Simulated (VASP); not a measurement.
Output of a VASP run:

OSZICAR:
```
       N       E                     dE             d eps       ncg     rms          rms(c)
DAV:   1     0.441976076778E+01    0.44198E+01   -0.42351E+03   776   0.854E+02
DAV:   2    -0.157730234124E+02   -0.20193E+02   -0.19236E+02  1104   0.107E+02
DAV:   3    -0.160986350255E+02   -0.32561E+00   -0.32561E+00   880   0.165E+01
DAV:   4    -0.160995744885E+02   -0.93946E-03   -0.93946E-03  1176   0.954E-01
DAV:   5    -0.160995750157E+02   -0.52725E-06   -0.52725E-06   920   0.179E-02    0.935E+00
DAV:   6    -0.143641901274E+02    0.17354E+01   -0.71223E+00   816   0.152E+01    0.437E+00
DAV:   7    -0.143132370800E+02    0.50953E-01   -0.37644E-01  1144   0.429E+00    0.192E+00
DAV:   8    -0.143107747078E+02    0.24624E-02   -0.17384E-02   768   0.130E+00    0.185E-01
DAV:   9    -0.143114140897E+02   -0.63938E-03   -0.98236E-04  1184   0.292E-01    0.131E-01
DAV:  10    -0.143116071575E+02   -0.19307E-03   -0.32227E-04  1024   0.154E-01    0.189E-02
DAV:  11    -0.143116100006E+02   -0.28431E-05   -0.59075E-05   952   0.487E-02    0.495E-03
DAV:  12    -0.143116107009E+02   -0.70022E-06   -0.20725E-06   920   0.128E-02    0.204E-03
DAV:  13    -0.143116108064E+02   -0.10550E-06   -0.25893E-07  1104   0.446E-03    0.121E-03
DAV:  14    -0.143116107643E+02    0.42052E-07   -0.11476E-08   496   0.932E-04
   1 F= -.14311611E+02 E0= -.14311611E+02  d E =-.158583E-12
```

### OUTCAR
```
------------------------ aborting loop because EDIFF is reached ----------------------------------------
  FORCE on cell =-STRESS in cart. coord.  units (eV):
  Direction    XX          YY          ZZ          XY          YZ          ZX
  --------------------------------------------------------------------------------------
  Total        0.8536496      0.8536496      0.8536496     -0.0000000      0.0000000     -0.0000000
  in kB       66.2742567     66.2742567     66.2742567     -0.0000000      0.0000000     -0.0000000
  external PRESSURE =      66.2742567 kB  Pullay stress =       0.0000000 kB
  volume of cell :       20.64
      direct lattice vectors                 reciprocal lattice vectors
     0.000000000  2.177066989  2.177066989    -0.229666796  0.229666796  0.229666796
     2.177066989  0.000000000  2.177066989     0.229666796 -0.229666796  0.229666796
     2.177066989  2.177066989  0.000000000     0.229666796  0.229666796 -0.229666796
  FREE ENERGIE OF THE ION-ELECTRON SYSTEM (eV)
  ---------------------------------------------------
  free  energy   TOTEN  =       -14.3116107643 eV

  energy  without entropy=      -14.3116107643  energy(sigma->0) =      -14.31161076
```
(Selected blocks of OUTCAR.)

**POSCAR**
```
SiC
1
    0.0000000000     2.1770669885     2.1770669885
    2.1770669885     0.0000000000     2.1770669885
    2.1770669885     2.1770669885     0.0000000000
Si C
1 1
Direct
  0.0000000000   0.0000000000   0.0000000000
  0.2500000000   0.2500000000   0.2500000000
```

Reconstruct the remaining input files.

One answer among several that fit: the input of the run itself, RPBE GGA, plane waves, VASP's PBE PAW potentials (set 64).

KPOINTS:
```
Automatic
0
gamma
  10 10 10
0 0 0
```

### INCAR
```
! general
SYSTEM = SiC
PREC   = Accurate
ENCUT  = 520
LREAL  = F
LASPH  = T

! electronic loop
EDIFF  = 1E-7
NELM   = 100
ALGO   = Normal

! smearing
ISMEAR = 0
SIGMA  = 0.05

! functional
GGA    = RP

! ions
ISIF   = 2

! output
LWAVE  = F
LCHARG = F
```

POTCAR, in this order: Si C (PBE.64 set). Program: vasp_std.

The compound is SiC in the zinc blende structure. This cell is one point of a volume scan, at 0.97 of the reference volume.
